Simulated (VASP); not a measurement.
Output of a VASP run:

**OSZICAR**
```
       N       E                     dE             d eps       ncg     rms          rms(c)
DAV:   1     0.402930703868E+01    0.40293E+01   -0.28009E+03   560   0.620E+02
DAV:   2    -0.119417972194E+02   -0.15971E+02   -0.15600E+02   832   0.754E+01
DAV:   3    -0.121881705858E+02   -0.24637E+00   -0.24637E+00   736   0.117E+01
DAV:   4    -0.121892112402E+02   -0.10407E-02   -0.10407E-02   928   0.792E-01
DAV:   5    -0.121892132471E+02   -0.20069E-05   -0.20069E-05   752   0.214E-02    0.510E+00
DAV:   6    -0.120020531685E+02    0.18716E+00   -0.12848E-01   680   0.179E+00    0.306E+00
DAV:   7    -0.119176002588E+02    0.84453E-01   -0.22377E-01   696   0.241E+00    0.252E-01
DAV:   8    -0.119176050496E+02   -0.47908E-05   -0.64857E-03   616   0.599E-01    0.685E-02
DAV:   9    -0.119175866325E+02    0.18417E-04   -0.21258E-04   864   0.975E-02    0.595E-02
DAV:  10    -0.119175907088E+02   -0.40763E-05   -0.10949E-05   672   0.238E-02    0.332E-02
DAV:  11    -0.119175906563E+02    0.52517E-07   -0.66849E-07   840   0.576E-03
   1 F= -.11917591E+02 E0= -.11917591E+02  d E =0.000000E+00
```

OUTCAR:
```
------------------------ aborting loop because EDIFF is reached ----------------------------------------
  FORCE on cell =-STRESS in cart. coord.  units (eV):
  Direction    XX          YY          ZZ          XY          YZ          ZX
  --------------------------------------------------------------------------------------
  Total       -0.0023421     -0.0023421     -0.0023421      0.0000000      0.0000000      0.0000000
  in kB       -0.0951666     -0.0951666     -0.0951666      0.0000000      0.0000000      0.0000000
  external PRESSURE =      -0.0951666 kB  Pullay stress =       0.0000000 kB
  volume of cell :       39.43
      direct lattice vectors                 reciprocal lattice vectors
     0.000000000  2.701481998  2.701481998    -0.185083595  0.185083595  0.185083595
     2.701481998  0.000000000  2.701481998     0.185083595 -0.185083595  0.185083595
     2.701481998  2.701481998  0.000000000     0.185083595  0.185083595 -0.185083595
 POSITION                                       TOTAL-FORCE (eV/Angst)
 -----------------------------------------------------------------------------------
      1.35074      1.35074      1.35074         0.000000      0.000000      0.000000
      0.00000      0.00000      0.00000        -0.000000     -0.000000     -0.000000
 -----------------------------------------------------------------------------------
    total drift:                                0.000000      0.000000     -0.000000
  FREE ENERGIE OF THE ION-ELECTRON SYSTEM (eV)
  ---------------------------------------------------
  free  energy   TOTEN  =       -11.9175906563 eV

  energy  without entropy=      -11.9175906563  energy(sigma->0) =      -11.91759066

 total charge

# of ion       s       p       d       tot
------------------------------------------
    1        0.759   0.957   0.000   1.716
    2        0.759   0.957   0.000   1.716
--------------------------------------------------
tot          1.517   1.915   0.000   3.432
```
(Selected blocks of OUTCAR.)

POSCAR:
```
Si
1
    0.0000000000     2.7014819981     2.7014819981
    2.7014819981     0.0000000000     2.7014819981
    2.7014819981     2.7014819981     0.0000000000
Si
2
Direct
  0.2500000000   0.2500000000   0.2500000000
  0.0000000000   0.0000000000   0.0000000000
```

Question: Write an INCAR and KPOINTS that could have produced this output.

Answer: Several could match; the one computed here: the input of the run itself, LDA (Ceperley-Alder, Perdew-Zunger), plane waves, VASP's LDA PAW potentials (set 64).

### INCAR
```
ALGO = Normal
EDIFF = 1E-7
ENCUT = 400
ISIF = 2
ISMEAR = -5
LASPH = T
LCHARG = T
LORBIT = 11
LREAL = F
LWAVE = F
NEDOS = 601
NELM = 100
PREC = Accurate
SYSTEM = Si
```

### KPOINTS
```
Automatic mesh
0
Gamma
9 9 9
0 0 0
```

POTCAR, in this order: Si (LDA.64 set). Program: vasp_std.

The structure comes from a computed database's Si entry (Fd-3m); how it stands against other phases isn't given here. It was relaxed first.
